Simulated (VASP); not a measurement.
Output of a VASP run:

**OSZICAR**
```
       N       E                     dE             d eps       ncg     rms          rms(c)
DAV:   1    -0.313746751500E+03   -0.31375E+03   -0.22218E+01   648   0.125E+01    0.138E+01
DAV:   2    -0.313880387229E+03   -0.13364E+00   -0.58416E-01   698   0.116E+00    0.914E+00
DAV:   3    -0.313828463300E+03    0.51924E-01   -0.43684E-02   716   0.377E-01    0.538E+00
DAV:   4    -0.313822177419E+03    0.62859E-02   -0.25682E-02   732   0.268E-01    0.306E+00
DAV:   5    -0.313823039686E+03   -0.86227E-03   -0.10935E-02   732   0.177E-01    0.173E+00
DAV:   6    -0.313820568121E+03    0.24716E-02   -0.31017E-03   732   0.990E-02    0.958E-01
DAV:   7    -0.313819567203E+03    0.10009E-02   -0.84846E-04   720   0.542E-02    0.523E-01
DAV:   8    -0.313819262326E+03    0.30488E-03   -0.23872E-04   720   0.295E-02    0.285E-01
DAV:   9    -0.313819176452E+03    0.85874E-04   -0.65639E-05   712   0.160E-02    0.154E-01
DAV:  10    -0.313819157465E+03    0.18987E-04   -0.19149E-05   414   0.930E-03    0.850E-02
DAV:  11    -0.313819157824E+03   -0.35916E-06   -0.10901E-05   396   0.686E-03
   1 F= -.31381916E+03 E0= -.31381877E+03  d E =-.781887E-03  mag=     1.0000
```

### OUTCAR
```
------------------------ aborting loop because EDIFF is reached ----------------------------------------
  volume of cell :     1529.70
      direct lattice vectors                 reciprocal lattice vectors
    11.522210421  0.000000000  0.000000000     0.086788903  0.000000000  0.000000000
     0.000000000 11.522210421  0.000000000     0.000000000  0.086788903  0.000000000
     0.000000000  0.000000000 11.522210421     0.000000000  0.000000000  0.086788903
  FREE ENERGIE OF THE ION-ELECTRON SYSTEM (eV)
  ---------------------------------------------------
  free  energy   TOTEN  =      -313.8191578239 eV

  energy  without entropy=     -313.8183759368  energy(sigma->0) =     -313.81876688

  exchange ACFDT corr.  =         0.00000000  see jH, gK, PRB 81, 115126

 total charge

# of ion       s       p       d       tot
------------------------------------------
    1        1.083   1.181   0.134   2.398
    2        1.083   1.182   0.134   2.399
    3        1.083   1.182   0.134   2.399
    4        1.088   1.181   0.135   2.404
    5        1.088   1.185   0.136   2.409
    6        1.088   1.185   0.136   2.409
    7        1.088   1.181   0.135   2.404
    8        1.089   1.186   0.136   2.410
    9        1.070   1.162   0.148   2.380
   10        1.089   1.186   0.136   2.410
   11        1.088   1.186   0.136   2.410
   12        1.088   1.186   0.136   2.410
   13        1.089   1.181   0.135   2.405
   14        1.083   1.183   0.135   2.400
   15        1.083   1.183   0.135   2.400
   16        1.088   1.185   0.136   2.409
   17        1.070   1.164   0.148   2.382
   18        1.088   1.185   0.136   2.409
   19        1.083   1.181   0.134   2.398
   20        1.069   1.163   0.149   2.381
   21        1.070   1.165   0.148   2.383
   22        1.083   1.181   0.134   2.398
   23        1.082   1.182   0.134   2.399
   24        1.089   1.186   0.136   2.410
   25        1.083   1.182   0.134   2.399
   26        1.083   1.182   0.135   2.400
   27        1.088   1.186   0.136   2.410
   28        1.088   1.185   0.136   2.409
   29        1.083   1.182   0.134   2.399
   30        1.089   1.187   0.136   2.411
   31        1.083   1.182   0.134   2.398
   32        1.088   1.181   0.135   2.405
   33        1.216   1.604   0.024   2.844
   34        1.215   1.619   0.026   2.859
   35        1.214   1.619   0.026   2.859
   36        1.212   1.616   0.025   2.853
   37        1.218   1.617   0.028   2.863
   38        1.212   1.616   0.025   2.853
   39        1.212   1.617   0.026   2.855
   40        1.218   1.617   0.028   2.863
   41        1.218   1.617   0.028   2.862
   42        1.214   1.619   0.026   2.859
   43        1.212   1.616   0.025   2.853
   44        1.214   1.619   0.026   2.859
   45        1.212   1.617   0.026   2.854
   46        1.215   1.605   0.024   2.844
   47        1.215   1.619   0.026   2.859
   48        1.218   1.617   0.028   2.863
   49        1.218   1.617   0.028   2.862
   50        1.214   1.619   0.026   2.859
   51        1.216   1.603   0.024   2.843
   52        1.219   1.616   0.028   2.862
...
```
(Selected blocks of OUTCAR.)

### POSCAR
```
Ga32As32H
1
   11.5222104212     0.0000000000     0.0000000000
    0.0000000000    11.5222104212     0.0000000000
    0.0000000000     0.0000000000    11.5222104212
Ga As H
32 32 1
Direct
  0.5011582301   0.0007367358   0.0006567559
  0.7489892839   0.2487743903   0.0005759817
  0.7489715656   0.0006659611   0.2487551444
  0.0002573540   0.0001023382   0.0001087516
  0.2499231778   0.2497695782   0.9980993369
  0.5002829944   0.5002536780   0.9979324116
  0.7499864905   0.7498864046   0.0001555172
  0.2498316354   0.9977779459   0.2493364836
  0.4920868824   0.2571603392   0.2572795807
  0.7519268606   0.5001336449   0.2495565357
  0.5002248726   0.9980906394   0.5000062906
  0.7516710514   0.2496089324   0.5002481124
  0.7501159565   0.9996729092   0.7499918848
  0.0006281853   0.5011714278   0.0004395566
  0.2488194127   0.7488565740   0.0004231413
  0.9978526175   0.2496861224   0.2495550169
  0.2569902491   0.4927271667   0.2569850410
  0.4998765428   0.7515071018   0.2497194075
  0.0005512894   0.0006827319   0.5011950504
  0.2573209534   0.2575341319   0.4922523019
  0.4925931018   0.4918276216   0.4922415603
  0.7489773364   0.7489233781   0.5010535723
  0.2487098229   0.0006453241   0.7489400343
  0.5002218780   0.2495456567   0.7516406845
  0.7489876622   0.5011351531   0.7486902370
  0.0006763928   0.7492770648   0.2487333929
  0.9981247690   0.5000577350   0.4999374240
  0.2496496666   0.7516430766   0.4998932995
  0.0007410472   0.2487443957   0.7490757226
  0.2496419458   0.5000907839   0.7516921154
  0.5010425009   0.7492510379   0.7488944617
  0.0001546888   0.7495933619   0.7499004194
  0.6218187579   0.1280879634   0.1280155816
  0.8749474854   0.3750346027   0.1236578608
  0.8748533925   0.1238053299   0.3749948910
  0.1252680265   0.1252409338   0.1252091779
  0.3749405892   0.3752165725   0.1213856101
  0.6248246415   0.6247806813   0.1252791943
  0.8749916562   0.8750834767   0.1249754997
  0.3747425258   0.1212487349   0.3749571451
  0.6285538544   0.3746193019   0.3746582393
  0.8749523502   0.6260156296   0.3749151009
  0.6248961219   0.1249518569   0.6248323263
  0.8749837634   0.3749731296   0.6259422658
  0.8750237445   0.1249094937   0.8749937190
  0.1277016447   0.6219422519   0.1277482372
  0.3749647952   0.8747237870   0.1236312108
  0.1214276603   0.3749239584   0.3746786213
  0.3747991081   0.6280109655   0.3748897671
  0.6259542335   0.8747836413   0.3748984505
  0.1279381097   0.1279940211   0.6218485190
  0.3748852754   0.3747642913   0.6285491572
  0.6214824237   0.6216466240   0.6216001801
  0.8749404410   0.8746629224   0.6250202047
  0.3749323721   0.1237911666   0.8749154010
  0.6260682206   0.3749968501   0.8747941412
  0.8747788386   0.6249893328   0.8748082429
  0.1238327454   0.8750062965   0.3749011761
  0.1252084899   0.6246384929   0.6246784649
  0.3749158528   0.8749606110   0.6258436466
  0.1239132246   0.3749358787   0.8749346856
  0.3750034047   0.6259920230   0.8747252237
  0.6250524498   0.8748640212   0.8749788176
  0.1249762745   0.8749027158   0.8749335519
  0.3746581084   0.3742970985   0.3759224620
```

Task: Reconstruct the remaining input files.

Result: This is not unique; one that fits is the input of the run itself, HSE06 screened hybrid, plane waves, VASP's PBE PAW potentials (set 64).

INCAR:
```
EDIFF = 1E-5   # SCF stop (eV)
NUPDOWN = 1
LASPH = .TRUE.   # aspherical one-centre terms
SIGMA = 0.05   # width (eV)
NELM = 50
PREC = Normal
LREAL = Auto   # projection in real space or not
ISIF = 0
ALGO = Normal   # blocked Davidson
LORBIT = 10
GGA = PE
HFSCREEN = 0.2
ISPIN = 2
LMAXMIX = 4   # l cut-off of mixed one-centre charges
MAGMOM = 65*0.0154
SYSTEM = Ga32As32H
PRECFOCK = Fast
AEXX = 0.25
LHFCALC = .TRUE.
ISYM = 0
ISMEAR = 0
NELMIN = 4
LCHARG = .FALSE.
ENCUT = 400   # plane-wave cut-off (eV)
LWAVE = .FALSE.
```

File KPOINTS:
```
Automatic mesh
0
Gamma
1 1 1
0 0 0
```

POTCAR, in this order: Ga As H (PBE.64 set). Program: vasp_gam. Read from the step before: WAVECAR.

The supercell is sampled at Γ alone, which is coarse: total energies, pressure and levels can be off, energies of defects by several tenths of an eV.

The cell is a supercell with a defect, built from GaAs (zinc blende): H_i. The cell's shape comes from a PBE relaxation.
